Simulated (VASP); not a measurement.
These are revPBE GGA, VASP's PBE PAW potentials (set 64) (plane waves; VASP 6.6.1) values and carry that method's errors.

A VASP calculation is set up with these files.

INCAR:
```
# general
SYSTEM   =  Mo
PREC     =  Accurate
ENCUT    =  520
LREAL    =  .FALSE.   # projection in real space or not
LASPH    =  .TRUE.   # aspherical one-centre terms

# electronic loop
EDIFF    =  1E-7   # SCF stop (eV)
NELM     =  100   # most electronic steps
ALGO     =  Normal   # blocked Davidson
LMAXMIX  =  4   # l cut-off of mixed one-centre charges

# smearing
ISMEAR   =  1
SIGMA    =  0.1

# functional
GGA      =  RE

# ions
ISIF     =  2

# output
LWAVE    =  .FALSE.
LCHARG   =  .FALSE.
```

**POSCAR**
```
Mo
2.804050
 -0.5773502647   0.5773502647   0.5773502647
  0.5773502647  -0.5773502647   0.5773502647
  0.5773502647   0.5773502647  -0.5773502647
Mo
1
Direct
  0.0000000000   0.0000000000   0.0000000000
```

KPOINTS:
```
Automatic mesh
0
G
 16 16 16
0 0 0
```

POTCAR, in this order: Mo_sv (PBE.64 set). Program: vasp_std.

The run wrote:

**OUTCAR**
```
 ion  position               nearest neighbor table
   1  0.000  0.000  0.000-
  LATTYP: Found a body centered cubic cell.
 ALAT       =     3.2378380194
 Subroutine PRICEL returns:
 Original cell was already a primitive cell.
 Subroutine GETGRP returns: Found 48 space group operations
The static configuration has the point symmetry O_h .
The dynamic configuration has the point symmetry O_h .
 Subroutine INISYM returns: Found 48 space group operations
 Subroutine IBZKPT returns following result:
 Found    145 irreducible k-points:

 Following reciprocal coordinates:
            Coordinates               Weight
  0.000000  0.000000  0.000000      1.000000
  0.062500  0.000000  0.000000     12.000000
  0.125000  0.000000  0.000000     12.000000
  0.187500  0.000000  0.000000     12.000000
  0.250000  0.000000  0.000000     12.000000
  0.312500  0.000000  0.000000     12.000000
  0.375000  0.000000  0.000000     12.000000
  0.437500  0.000000  0.000000     12.000000
  0.500000  0.000000  0.000000      6.000000
  0.062500  0.062500  0.000000     24.000000
  0.125000  0.062500  0.000000     48.000000
  0.187500  0.062500  0.000000     48.000000
  0.250000  0.062500 -0.000000     48.000000
  0.312500  0.062500  0.000000     48.000000
  0.375000  0.062500  0.000000     48.000000
  0.437500  0.062500  0.000000     48.000000
  0.125000  0.125000  0.000000     24.000000
  0.187500  0.125000 -0.000000     48.000000
  0.250000  0.125000  0.000000     48.000000
  0.312500  0.125000  0.000000     48.000000
  0.375000  0.125000  0.000000     48.000000
  0.437500  0.125000  0.000000     24.000000
  0.187500  0.187500  0.000000     24.000000
  0.250000  0.187500  0.000000     48.000000
  0.312500  0.187500  0.000000     48.000000
  0.375000  0.187500  0.000000     48.000000
  0.250000  0.250000  0.000000     24.000000
  0.312500  0.250000  0.000000     48.000000
  0.375000  0.250000 -0.000000     24.000000
  0.312500  0.312500  0.000000     24.000000
  0.062500  0.062500  0.062500      8.000000
  0.125000  0.062500  0.062500     24.000000
  0.187500  0.062500  0.062500     24.000000
  0.250000  0.062500  0.062500     24.000000
  0.312500  0.062500  0.062500     24.000000
  0.375000  0.062500  0.062500     24.000000
  0.437500  0.062500  0.062500     12.000000
 -0.062500  0.062500  0.062500      6.000000
  0.125000  0.125000  0.062500     24.000000
  0.187500  0.125000  0.062500     48.000000
   k-points           NKPTS =    145   k-points in BZ     NKDIM =    145   number of bands    NBANDS=     11
   number of dos      NEDOS =    301   number of ions     NIONS =      1
   total plane-waves  NPLWV =  13824
   dimension x,y,z NGX =    24 NGY =   24 NGZ =   24
   dimension x,y,z NGXF=    48 NGYF=   48 NGZF=   48
   ions per type =               1
   PREC   = accura    normal or accurate (medium, high low for compatibility)
   ISTART =      0    job   : 0-new  1-cont  2-samecut
   ICHARG =      2    charge: 1-file 2-atom 10-const
   ISPIN  =      1    spin polarized calculation?
   LNONCOLLINEAR =      F non collinear calculations
   LSORBIT =      F    spin-orbit coupling
   INIWAV =      1    electr: 0-lowe 1-rand  2-diag
   ENCUT  =  520.0 eV  38.22 Ry    6.18 a.u.   5.21  5.21  5.21*2*pi/ulx,y,z
   NELM   =    100;   NELMIN=  2; NELMDL= -5     # of ELM steps
   EDIFF  = 0.1E-06   stopping-criterion for ELM
   LREAL  =      F    real-space projection
   NLSPLINE    = F    spline interpolate recip. space projectors
   LMAXMIX     =    4 max onsite mixed and CHGCAR
   VOSKOWN=      0    Vosko Wilk Nusair interpolation
...
```

**OSZICAR**
```
       N       E                     dE             d eps       ncg     rms          rms(c)
DAV:   1     0.922278365705E+02    0.92228E+02   -0.82596E+03  3206   0.129E+03
DAV:   2    -0.974139021073E+01   -0.10197E+03   -0.98594E+02  3463   0.340E+02
DAV:   3    -0.111371665576E+02   -0.13958E+01   -0.13835E+01  3691   0.398E+01
DAV:   4    -0.111414501688E+02   -0.42836E-02   -0.42832E-02  3519   0.247E+00
DAV:   5    -0.111414727959E+02   -0.22627E-04   -0.22628E-04  3717   0.181E-01    0.119E+01
DAV:   6    -0.105180205173E+02    0.62345E+00   -0.11831E+00  3442   0.129E+01    0.285E+00
DAV:   7    -0.104449649584E+02    0.73056E-01   -0.21639E-01  3740   0.515E+00    0.111E+00
DAV:   8    -0.104427691266E+02    0.21958E-02   -0.55449E-03  3301   0.109E+00    0.214E-01
DAV:   9    -0.104427962671E+02   -0.27140E-04   -0.51580E-04  3631   0.292E-01    0.586E-02
DAV:  10    -0.104428084448E+02   -0.12178E-04   -0.24287E-05  3505   0.655E-02    0.196E-03
DAV:  11    -0.104428084687E+02   -0.23980E-07   -0.11197E-07  2928   0.452E-03
   1 F= -.10442808E+02 E0= -.10442874E+02  d E =0.197479E-03
```

**OUTCAR**
```
------------------------ aborting loop because EDIFF is reached ----------------------------------------
  FORCE on cell =-STRESS in cart. coord.  units (eV):
  Direction    XX          YY          ZZ          XY          YZ          ZX
  --------------------------------------------------------------------------------------
  Total       -1.4425590     -1.4425590     -1.4425590      0.0000000     -0.0000000      0.0000000
  in kB     -136.1785781   -136.1785781   -136.1785781      0.0000000     -0.0000000      0.0000000
  external PRESSURE =    -136.1785781 kB  Pullay stress =       0.0000000 kB
  volume of cell :       16.97
      direct lattice vectors                 reciprocal lattice vectors
    -1.618919010  1.618919010  1.618919010     0.000000000  0.308848063  0.308848063
     1.618919010 -1.618919010  1.618919010     0.308848063  0.000000000  0.308848063
     1.618919010  1.618919010 -1.618919010     0.308848063  0.308848063  0.000000000
 POSITION                                       TOTAL-FORCE (eV/Angst)
 -----------------------------------------------------------------------------------
      0.00000      0.00000      0.00000        -0.000000      0.000000      0.000000
 -----------------------------------------------------------------------------------
    total drift:                                0.000000      0.000000      0.000000
  FREE ENERGIE OF THE ION-ELECTRON SYSTEM (eV)
  ---------------------------------------------------
  free  energy   TOTEN  =       -10.4428084687 eV

  energy  without entropy=      -10.4430059474  energy(sigma->0) =      -10.44287429
```
(Selected blocks of OUTCAR.)

The compound is Mo in the bcc structure. This cell is one point of a volume scan, at 1.06 of the reference volume.
